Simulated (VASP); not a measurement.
Level of theory: r2SCAN meta-GGA, VASP's PBE PAW potentials (set 64) (plane waves; VASP 6.6.1).

The input files of a VASP run:

**INCAR**
```
ALGO = Normal
EDIFF = 1E-6
EDIFFG = -0.02
ENCUT = 400
IBRION = 2
ISIF = 3
ISMEAR = 0
LASPH = .TRUE.
LCHARG = .FALSE.
LMAXMIX = 4
LMIXTAU = .TRUE.
LREAL = .FALSE.
LWAVE = .FALSE.
METAGGA = R2SCAN
NELM = 100
NSW = 60
PREC = Accurate
SIGMA = 0.05
SYSTEM = BaAlGeH
```

KPOINTS:
```
Automatic mesh
0
Gamma
5 5 4
0 0 0
```

**POSCAR**
```
BaAlGeH
1
    4.3539077577    -0.0000000000    -0.0000000000
   -2.1769538789     3.7705942858    -0.0000000000
    0.0000000000    -0.0000000000     5.2583141832
Ba Al Ge H
1 1 1 1
Direct
  0.3333330000   0.6666670000   0.1014589908
  0.0000000000   0.0000000000   0.6405032090
  0.6666670000   0.3333330000   0.5561705564
  0.0000000000   0.0000000000   0.9678672438
```

POTCAR, in this order: Ba_sv Al Ge_d H (PBE.64 set). Program: vasp_std.

Output of the run:

**OUTCAR**
```
 ion  position               nearest neighbor table
   1  0.333  0.667  0.101-   4 2.61   4 2.61   4 2.61   3 3.47   3 3.47   3 3.47   2 3.49   2 3.49
                             2 3.49   2 3.79   2 3.79   2 3.79   3 3.81   3 3.81   3 3.81
   2  0.000  0.000  0.641-   4 1.72   3 2.55   3 2.55   3 2.55   1 3.49   1 3.49   1 3.49   1 3.79
                             1 3.79   1 3.79
   3  0.667  0.333  0.556-   2 2.55   2 2.55   2 2.55   1 3.47   1 3.47   1 3.47   1 3.81   1 3.81
                             1 3.81
   4  0.000  0.000  0.968-   2 1.72   1 2.61   1 2.61   1 2.61
  LATTYP: Found a hexagonal cell.
 ALAT       =     4.3539077577
 C/A-ratio  =     1.2077229183
 Subroutine PRICEL returns:
 Original cell was already a primitive cell.
 Subroutine GETGRP returns: Found  6 space group operations
The static configuration has the point symmetry C_3v.
The dynamic configuration has the point symmetry C_3v.
 Subroutine INISYM returns: Found  6 space group operations
 Subroutine IBZKPT returns following result:
 Found     17 irreducible k-points:

 Following reciprocal coordinates:
            Coordinates               Weight
  0.000000  0.000000  0.000000      1.000000
  0.200000  0.000000  0.000000      6.000000
  0.400000  0.000000  0.000000      6.000000
...
```

**OSZICAR**
```
       N       E                     dE             d eps       ncg     rms          rms(c)
DAV:   1     0.155020140812E+03    0.15502E+03   -0.12163E+04   654   0.223E+03
DAV:   2    -0.341798553409E+02   -0.18920E+03   -0.18450E+03   674   0.462E+02
DAV:   3    -0.561571210511E+02   -0.21977E+02   -0.21768E+02   716   0.128E+02
DAV:   4    -0.576055764444E+02   -0.14485E+01   -0.14466E+01  1006   0.275E+01
DAV:   5    -0.576244176733E+02   -0.18841E-01   -0.18838E-01   778   0.309E+00    0.652E+00
DAV:   6    -0.540195211053E+02    0.36049E+01   -0.13132E+00   894   0.975E+00    0.353E+00
DAV:   7    -0.515859737325E+02    0.24335E+01   -0.13896E+00   672   0.951E+00    0.868E-01
DAV:   8    -0.528063444292E+02   -0.12204E+01   -0.89644E-01   676   0.724E+00    0.619E-01
DAV:   9    -0.529310727917E+02   -0.12473E+00   -0.22723E-01   666   0.308E+00    0.377E-01
DAV:  10    -0.529321594540E+02   -0.10867E-02   -0.63852E-02   656   0.173E+00    0.271E-01
DAV:  11    -0.529249217749E+02    0.72377E-02   -0.15245E-02   700   0.123E+00    0.819E-02
DAV:  12    -0.529474703037E+02   -0.22549E-01   -0.11368E-02   656   0.102E+00    0.392E-02
DAV:  13    -0.529477816206E+02   -0.31132E-03   -0.48246E-04   888   0.186E-01    0.259E-02
DAV:  14    -0.529477854434E+02   -0.38228E-05   -0.47268E-05   804   0.489E-02    0.179E-02
DAV:  15    -0.529477601256E+02    0.25318E-04   -0.28269E-04   656   0.129E-01    0.148E-02
DAV:  16    -0.529478338294E+02   -0.73704E-04   -0.64811E-05   644   0.614E-02    0.785E-03
DAV:  17    -0.529478330473E+02    0.78213E-06   -0.68605E-06   818   0.219E-02
   1 F= -.52947833E+02 E0= -.52947833E+02  d E =-.529478E+02
       N       E                     dE             d eps       ncg     rms          rms(c)
DAV:   1    -0.529483908427E+02   -0.55701E-03   -0.11021E-02   676   0.142E+00    0.131E-01
DAV:   2    -0.529480050903E+02    0.38575E-03   -0.80110E-04   790   0.378E-01    0.678E-02
DAV:   3    -0.529478834986E+02    0.12159E-03   -0.27620E-04   830   0.202E-01    0.168E-02
DAV:   4    -0.529478753963E+02    0.81023E-05   -0.72975E-05   812   0.807E-02    0.910E-03
DAV:   5    -0.529478909057E+02   -0.15509E-04   -0.26967E-05   644   0.405E-02    0.636E-03
DAV:   6    -0.529478758613E+02    0.15044E-04   -0.74220E-06   624   0.246E-02    0.234E-03
DAV:   7    -0.529478836873E+02   -0.78260E-05   -0.32686E-06   504   0.178E-02    0.879E-04
DAV:   8    -0.529478799632E+02    0.37241E-05   -0.44968E-07   380   0.514E-03    0.563E-04
DAV:   9    -0.529478798022E+02    0.16100E-06   -0.13002E-07   342   0.308E-03
   2 F= -.52947880E+02 E0= -.52947880E+02  d E =-.467550E-04
```

File OUTCAR:
```
------------------------ aborting loop because EDIFF is reached ----------------------------------------
  FORCE on cell =-STRESS in cart. coord.  units (eV):
  Direction    XX          YY          ZZ          XY          YZ          ZX
  --------------------------------------------------------------------------------------
  Total        0.0194403      0.0194403      0.0405406     -0.0000000      0.0000000     -0.0000000
  in kB        0.3614069      0.3614068      0.7536739     -0.0000000      0.0000000     -0.0000000
  external PRESSURE =       0.4921625 kB  Pullay stress =       0.0000000 kB
  volume of cell :       86.18
      direct lattice vectors                 reciprocal lattice vectors
     4.351104644  0.000000000 -0.000000000     0.229826695  0.132690520  0.000000000
    -2.175552322  3.768166719  0.000000000    -0.000000000  0.265381039 -0.000000000
    -0.000000000  0.000000000  5.256386661     0.000000000 -0.000000000  0.190244756
 POSITION                                       TOTAL-FORCE (eV/Angst)
 -----------------------------------------------------------------------------------
     -0.00000      2.51211      0.53349        -0.000000      0.000000      0.004240
      2.17555      3.76817      3.36755        -0.000000     -0.000000      0.001851
      2.17555      1.25605      2.92350         0.000000     -0.000000      0.002133
      2.17555      3.76817      5.08644        -0.000000     -0.000000     -0.008223
 -----------------------------------------------------------------------------------
    total drift:                               -0.000179      0.000099     -0.009449
  FREE ENERGIE OF THE ION-ELECTRON SYSTEM (eV)
  ---------------------------------------------------
  free  energy   TOTEN  =       -52.9478798022 eV

  energy  without entropy=      -52.9478798022  energy(sigma->0) =      -52.94787980

 reached required accuracy - stopping structural energy minimisation
```
(Selected blocks of OUTCAR.)

CONTCAR:
```
BaAlGeH
   1.00000000000000
     4.3511046443002810    0.0000000000000372   -0.0000000000000000
    -2.1755523222000765    3.7681667192323074    0.0000000000000000
    -0.0000000000000000    0.0000000000000000    5.2563866611355197
  Ba              Al              Ge              H
     1     1     1     1
Direct
     0.3333330000000032    0.6666669999999968    0.1014931014940017
     1.0000000000000000    1.0000000000000000    0.6406578420703661
     0.6666669999999968    0.3333330000000032    0.5561812777155675
     1.0000000000000000    1.0000000000000000    0.9676677787200630
```

The structure comes from a computed database's BaAlGeH entry (P3m1); how it stands against other phases isn't given here. This run relaxes it. Symmetry was kept, so distortions that lower it aren't found. The start is the result of an earlier pass.
